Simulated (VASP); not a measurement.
# GeCN2 (R-3m) in VASP: single point with PBE+D3(BJ)

Aim: the single point of GeCN2 with PBE+D3(BJ).

Everything below comes from runs of VASP 6.6.1. Logs are shortened: lines on timing, memory, paths and dates and some standing lists are left out, and cuts for length are marked.

## Step 1: Starting point

It takes space group R-3m (No. 166, trigonal). The conventional cell has a = 3.588 Å, b = 3.588 Å, c = 14.766 Å, α = 90.00°, β = 90.00°, γ = 120.00°. Ge (site symmetry -3m) has 6 N at 2.40 Å as nearest neighbours. Around C (site symmetry -3m) lie 2 N at 1.24 Å. Around N (site symmetry 3m) lie 1 C at 1.24 Å.

The cell comes from a database or a generator and needn't be the stable form of this composition.

## Step 2: Single point, PBE+D3(BJ)

The input, INCAR:

```
ALGO = Normal
EDIFF = 1E-7
ENCUT = 520
GGA = PE
ISIF = 2
ISMEAR = 0
IVDW = 12
LASPH = T
LCHARG = F
LREAL = F
LWAVE = F
NBANDS = 22
NELM = 80
PREC = Accurate
SIGMA = 0.1
```

The input, KPOINTS:

```
k-points
0
Gamma
  6 6 6
```

The input, POSCAR:

```
GeCN2
1.0
    1.7937903697      1.0356453528      4.9219572124
   -1.7937903697      1.0356453528      4.9219572124
    0.0000000000     -2.0712907057      4.9219572124
Ge C N
1 1 2
Direct
    0.0000000000      0.0000000000      0.0000000000
    0.5000000000      0.5000000000      0.5000000000
    0.4160956000      0.4160956000      0.4160956000
    0.5839044000      0.5839044000      0.5839044000
```

Potentials or basis: VASP PAW PBE potentials, release 64 (Ge_d, C, N).

On the command line:

```console
$ cat potpaw_PBE.64/Ge_d/POTCAR potpaw_PBE.64/C/POTCAR potpaw_PBE.64/N/POTCAR > POTCAR
$ mpirun -np 1 vasp_std > vasp.out
```

OUTCAR:

```text
EDIFF = 1E-7
   ENCUT = 520
   GGA = PE
   ISIF = 2
   ISMEAR = 0
   IVDW = 12
   LASPH = T
   LREAL = F
   NELM = 80
   PREC = Accurate
 IVDW          = 12

 ion  position               nearest neighbor table
   1  0.000  0.000  0.000-
   2  0.500  0.500  0.500-   3 1.24   4 1.24
   3  0.416  0.416  0.416-   2 1.24
   4  0.584  0.584  0.584-   2 1.24

  LATTYP: Found a trigonal (rhomboedric) cell.
 ALAT       =     5.3400288377
 COS(alpha) =     0.7743235887

  Lattice vectors:

 A1 = (   1.7937903697,   1.0356453528,   4.9219572124)
 A2 = (  -1.7937903697,   1.0356453528,   4.9219572124)
 A3 = (   0.0000000000,  -2.0712907057,   4.9219572124)

Analysis of symmetry for initial positions (statically):
=====================================================================
 Subroutine PRICEL returns:
 Original cell was already a primitive cell.

 Routine SETGRP: Setting up the symmetry group for a
 trigonal (rhombohedral) supercell.

 Subroutine GETGRP returns: Found 12 space group operations
 (whereof 12 operations were pure point group operations)
 out of a pool of 12 trial point group operations.

The static configuration has the point symmetry D_3d.

Analysis of symmetry for dynamics (positions and initial velocities):
=====================================================================
 Subroutine PRICEL returns:
 Original cell was already a primitive cell.

 Routine SETGRP: Setting up the symmetry group for a
 trigonal (rhombohedral) supercell.

 Subroutine GETGRP returns: Found 12 space group operations
 (whereof 12 operations were pure point group operations)
 out of a pool of 12 trial point group operations.

The dynamic configuration has the point symmetry D_3d.

 Subroutine INISYM returns: Found 12 space group operations
 (whereof 12 operations are pure point group operations),
 and found     1 'primitive' translations

----------------------------------------------------------------------------------------

                                     Primitive cell

  volume of cell :      54.8620

  direct lattice vectors                    reciprocal lattice vectors
     1.793790370  1.035645353  4.921957212     0.278739371  0.160930251  0.067723737
    -1.793790370  1.035645353  4.921957212    -0.278739371  0.160930251  0.067723737
     0.000000000 -2.071290706  4.921957212     0.000000000 -0.321860502  0.067723737

  length of vectors
     5.340028838  5.340028838  5.340028838     0.328908327  0.328908327  0.328908327

  position of ions in fractional coordinates (direct lattice)
     0.000000000  0.000000000  0.000000000
     0.500000000  0.500000000  0.500000000
     0.416095600  0.416095600  0.416095600
     0.583904400  0.583904400  0.583904400

  ion indices of the primitive-cell ions
   primitive index   ion index
                 1           1
                 2           2
                 3           3
                 4           4

----------------------------------------------------------------------------------------

 KPOINTS: k-points

Automatic generation of k-mesh.
 Grid dimensions read from file:
 generate k-points for:    6    6    6

 Generating k-lattice:

  Cartesian coordinates                     Fractional coordinates (reciprocal lattice)
     0.046456562  0.026821709  0.011287289     0.166666667  0.000000000  0.000000000
    -0.046456562  0.026821709  0.011287289     0.000000000  0.166666667  0.000000000
     0.000000000 -0.053643417  0.011287289     0.000000000  0.000000000  0.166666667

  Length of vectors
     0.054818054  0.054818054  0.054818054

  Shift w.r.t. Gamma in fractional coordinates (k-lattice)
     0.000000000  0.000000000  0.000000000

 Subroutine IBZKPT returns following result:
 ===========================================

 Found     32 irreducible k-points:

 Following reciprocal coordinates:
            Coordinates               Weight
  0.000000  0.000000  0.000000      1.000000
  0.166667  0.000000  0.000000      6.000000
  0.333333  0.000000 -0.000000      6.000000
  0.500000  0.000000 -0.000000      3.000000
  0.166667  0.166667  0.000000      6.000000
  0.333333  0.166667 -0.000000     12.000000
[... 16 lines left out ...]
  0.500000  0.500000  0.166667      6.000000
 -0.333333  0.500000  0.166667     12.000000
 [... further k-points ...]
   k-points           NKPTS =     32   k-points in BZ     NKDIM =     32   number of bands    NBANDS=     22
   number of dos      NEDOS =    301   number of ions     NIONS =      4
   total plane-waves  NPLWV =  64000
   dimension x,y,z NGX =    40 NGY =   40 NGZ =   40
   dimension x,y,z NGXF=    80 NGYF=   80 NGZF=   80
   ions per type =               1   1   2
   NGX,Y,Z   is equivalent  to a cutoff of  12.45, 12.45, 12.45 a.u.
   NGXF,Y,Z  is equivalent  to a cutoff of  24.91, 24.91, 24.91 a.u.
 SYSTEM =  unknown system
   PREC   = accura    normal or accurate (medium, high low for compatibility)
   ISTART =      0    job   : 0-new  1-cont  2-samecut
   ICHARG =      2    charge: 1-file 2-atom 10-const
   ISPIN  =      1    spin polarized calculation?
   LNONCOLLINEAR =      F non collinear calculations
   LSORBIT =      F    spin-orbit coupling
   LASPH  =      T    aspherical Exc in radial PAW
   ENCUT  =  520.0 eV  38.22 Ry    6.18 a.u.   9.93  9.93  9.93*2*pi/ulx,y,z
   NELM   =     80;   NELMIN=  2; NELMDL= -5     # of ELM steps
   EDIFF  = 0.1E-06   stopping-criterion for ELM
   LREAL  =      F    real-space projection
   EDIFFG = 0.1E-05   stopping-criterion for IOM
   NSW    =      0    number of steps for IOM
   IBRION =     -1    ionic relax: 0-MD 1-quasi-New 2-CG
   NFREE  =      0    steps in history (QN), initial steepest desc. (CG)
   ISIF   =      2    stress and relaxation
   ISYM   =      2    0-nonsym 1-usesym 2-fastsym
   POTIM  = 0.5000    time-step for ionic-motion
   TEBEG  =    0.0;   TEEND  =   0.0 temperature during run
   PSTRESS=    0.0 pullay stress
   NELECT =      28.0000    total number of electrons
   NUPDOWN=      -1.0000    fix difference up-down
   EMIN   =  10.00;   EMAX   =-10.00  energy-range for DOS
   EFERMI =   0.00;   METHOD = LEGACY
   ISMEAR =     0;   SIGMA  =   0.10  broadening in eV -4-tet -1-fermi 0-gaus
   EFERMI_NEDOS =   21; number of points for ismear=-14 and -15
   IALGO  =     38    algorithm
   IMIX   =      4    mixing-type and parameters
     AMIX     =   0.40;   BMIX     =  1.00
     AMIX_MAG =   1.60;   BMIX_MAG =  1.00
  volume/ion in A,a.u.               =      13.72        92.56
  Fermi-wavevector in a.u.,A,eV,Ry     =   1.308289  2.472307 23.287992  1.711619
  Thomas-Fermi vector in A             =   2.438966
   LORBIT       =      0    0 simple, 1 ext, 2 COOP (PROOUT), +10 PAW based schemes
   GGA     = PE    functional components
   LHFCALC =     F    Hartree Fock is set to
   AEXX    =    0.0000 exact exchange contribution
   IVDW    =    12    specifies the selected vdW correction
   LEPSILON=     F    determine dielectric tensor
   LRPA    =     F    only Hartree local field effects (RPA)
 non-spin polarized calculation
 Gauss-broadening in eV      SIGMA  =   0.10
  energy-cutoff  :      520.00
  volume of cell :       54.86
 maximum number of plane-waves:      1503
   NGX = 19   NGY = 19   NGZ = 19

 number of electron      28.0000006 magnetization

 Free energy of the ion-electron system (eV)
  ---------------------------------------------------
  ext. energy  EPLUGINS =         0.00000000
  ---------------------------------------------------
  free energy    TOTEN  =       -29.16483673 eV

  energy without entropy =      -29.16483673  energy(sigma->0) =      -29.16483673

 E-fermi :   4.0502     XC(G=0):  -9.6732

 val. band max:        3.5579441739   @ k =   0.5000   0.5000   0.1667
 cond. band min:       4.6005389568   @ k =   0.5000   0.5000   0.5000
 fundamental gap:      1.0425947829
 Fermi energy:         4.0501717465

 k-point     1 :       0.0000    0.0000    0.0000
  band No.  band energies     occupation
      1     -21.2060      2.00000
      2     -21.2018      2.00000
      3     -21.2018      2.00000
      4     -21.1922      2.00000
      5     -21.1922      2.00000
      6     -15.7156      2.00000
[... 14 lines left out ...]
     21      13.5094      0.00000
     22      14.3255      0.00000

 k-point     2 :       0.1667    0.0000    0.0000
  band No.  band energies     occupation
      1     -21.2053      2.00000
      2     -21.2017      2.00000
      3     -21.1977      2.00000
      4     -21.1956      2.00000
      5     -21.1929      2.00000
      6     -15.6324      2.00000
[... 14 lines left out ...]
     21      12.3799      0.00000
     22      14.2924      0.00000

 k-point     3 :       0.3333    0.0000   -0.0000
  band No.  band energies     occupation
      1     -21.2109      2.00000
      2     -21.2012      2.00000
      3     -21.1955      2.00000
      4     -21.1942      2.00000
      5     -21.1892      2.00000
      6     -15.4586      2.00000
[... 14 lines left out ...]
     21      12.0276      0.00000
     22      15.1335      0.00000

 k-point     4 :       0.5000    0.0000   -0.0000
  band No.  band energies     occupation
      1     -21.2145      2.00000
      2     -21.2030      2.00000
      3     -21.1949      2.00000
      4     -21.1926      2.00000
      5     -21.1850      2.00000
      6     -15.3676      2.00000
[... 14 lines left out ...]
     21      13.3031      0.00000
     22      14.9024      0.00000

 k-point     5 :       0.1667    0.1667    0.0000
  band No.  band energies     occupation
      1     -21.2053      2.00000
      2     -21.2018      2.00000
      3     -21.1977      2.00000
      4     -21.1956      2.00000
      5     -21.1929      2.00000
      6     -15.6186      2.00000
[... 14 lines left out ...]
     21      12.2994      0.00000
     22      14.2102      0.00000

 k-point     6 :       0.3333    0.1667   -0.0000
  band No.  band energies     occupation
      1     -21.2058      2.00000
      2     -21.2015      2.00000
      3     -21.1986      2.00000
      4     -21.1946      2.00000
      5     -21.1913      2.00000
      6     -15.4814      2.00000
[... 14 lines left out ...]
     21      12.2086      0.00000
     22      14.7358      0.00000

 k-point     7 :       0.5000    0.1667   -0.0000
  band No.  band energies     occupation
      1     -21.2096      2.00000
      2     -21.2008      2.00000
      3     -21.1971      2.00000
      4     -21.1948      2.00000
      5     -21.1881      2.00000
      6     -15.3537      2.00000
[... 324 lines left out ...]
      6     -15.4181      2.00000
[... 14 lines left out ...]
     21      12.8455      0.00000
     22      14.5802      0.00000

 k-point    21 :      -0.3333    0.3333    0.1667
  band No.  band energies     occupation
      1     -21.2101      2.00000
      2     -21.2010      2.00000
      3     -21.1969      2.00000
      4     -21.1948      2.00000
      5     -21.1881      2.00000
      6     -15.3225      2.00000
[... 14 lines left out ...]
     21      13.5443      0.00000
     22      13.8114      0.00000

 k-point    22 :      -0.1667    0.3333    0.1667
  band No.  band energies     occupation
      1     -21.2099      2.00000
      2     -21.2010      2.00000
      3     -21.1970      2.00000
      4     -21.1948      2.00000
      5     -21.1881      2.00000
      6     -15.3547      2.00000
[... 14 lines left out ...]
     21      13.1453      0.00000
     22      14.8040      0.00000

 k-point    23 :       0.5000    0.5000    0.1667
  band No.  band energies     occupation
      1     -21.2115      2.00000
      2     -21.2017      2.00000
      3     -21.1954      2.00000
      4     -21.1941      2.00000
      5     -21.1892      2.00000
      6     -15.3647      2.00000
[... 14 lines left out ...]
     21      12.8172      0.00000
     22      15.2313      0.00000

 k-point    24 :      -0.3333    0.5000    0.1667
  band No.  band energies     occupation
      1     -21.2104      2.00000
      2     -21.2011      2.00000
      3     -21.1968      2.00000
      4     -21.1947      2.00000
      5     -21.1881      2.00000
      6     -15.3068      2.00000
[... 14 lines left out ...]
     21      13.3038      0.00000
     22      14.3929      0.00000

 [... further k-points ...]

------------------------ aborting loop because EDIFF is reached ----------------------------------------

 Edisp (eV)   -0.68616

 E8    (eV) :    -0.2364

  FORCE on cell =-STRESS in cart. coord.  units (eV):
  Direction    XX          YY          ZZ          XY          YZ          ZX
  --------------------------------------------------------------------------------------
  -------------------------------------------------------------------------------------
  Total       1.27675     1.27675     0.79803     0.00000    -0.00000     0.00000
  in kB      37.28598    37.28598    23.30551     0.00000    -0.00000     0.00000
  external pressure =       32.63 kB  Pullay stress =        0.00 kB

 VOLUME and BASIS-vectors are now :
 -----------------------------------------------------------------------------
  energy-cutoff  :      520.00
  volume of cell :       54.86
      direct lattice vectors                 reciprocal lattice vectors
     1.793790370  1.035645353  4.921957212     0.278739371  0.160930251  0.067723737
    -1.793790370  1.035645353  4.921957212    -0.278739371  0.160930251  0.067723737
     0.000000000 -2.071290706  4.921957212     0.000000000 -0.321860502  0.067723737

 POSITION                                       TOTAL-FORCE (eV/Angst)
 -----------------------------------------------------------------------------------
      0.00000      0.00000      0.00000        -0.000000     -0.000000      0.000000
      0.00000     -0.00000      7.38294         0.000000     -0.000000      0.000000
      0.00000     -0.00000      6.14401        -0.000000     -0.000000      0.407607
      0.00000     -0.00000      8.62186        -0.000000      0.000000     -0.407607
 -----------------------------------------------------------------------------------
    total drift:                               -0.000000      0.000000     -0.000000

  FREE ENERGIE OF THE ION-ELECTRON SYSTEM (eV)
  ---------------------------------------------------
  free  energy   TOTEN  =       -29.8509964106 eV

  energy  without entropy=      -29.8509964106  energy(sigma->0) =      -29.85099641
```

Run time: 85 s. Hardware: 1 thread of AMD EPYC 7R13 (Zen 3), shared host; peak memory 0.22 GiB.

What came out:

| Quantity | Value |
| --- | --- |
| Free energy | -29.8510 eV |
| Pressure | 3.3 GPa |
| Largest force | 0.408 eV/Å |
| Band gap on the k mesh | 1.04 eV, indirect (least direct gap 2.04 eV) |
| Dispersion energy per atom | -0.172 eV |

Forces in eV/Å, atoms in the order of the input:
```
Ge   0.000  0.000  0.000
C    0.000  0.000  0.000
N    0.000  0.000  0.408
N    0.000  0.000 -0.408
```

Stress tensor (GPa, compression positive):
```
3.73 0.00 0.00
0.00 3.73 0.00
0.00 0.00 2.33
```

Levels at points of the mesh, in eV from the valence-band top:
```
           k point  band 10  band 11  band 12  band 13  band 14  band 15  band 16  band 17  band 18  band 19
(0.00, 0.00, 0.00)    -5.21    -5.21    -2.15    -1.91    -1.91     2.50     3.24     3.24     5.06     7.23
(0.50, 0.00, 0.00)    -5.53    -5.37    -3.88    -3.30    -3.22     2.84     5.03     5.20     5.54     5.78
(0.50, 0.50, 0.00)    -6.46    -5.83    -5.79    -1.77    -0.01     2.03     2.09     3.99     6.47     6.65
(0.50, 0.50, 0.50)    -5.20    -5.20    -2.00    -2.00    -1.14     1.04     4.77     4.77     4.97     4.97
```

Caveat: the standard files for N, O and F lose accuracy on very short bonds. A k mesh can miss the band edges.
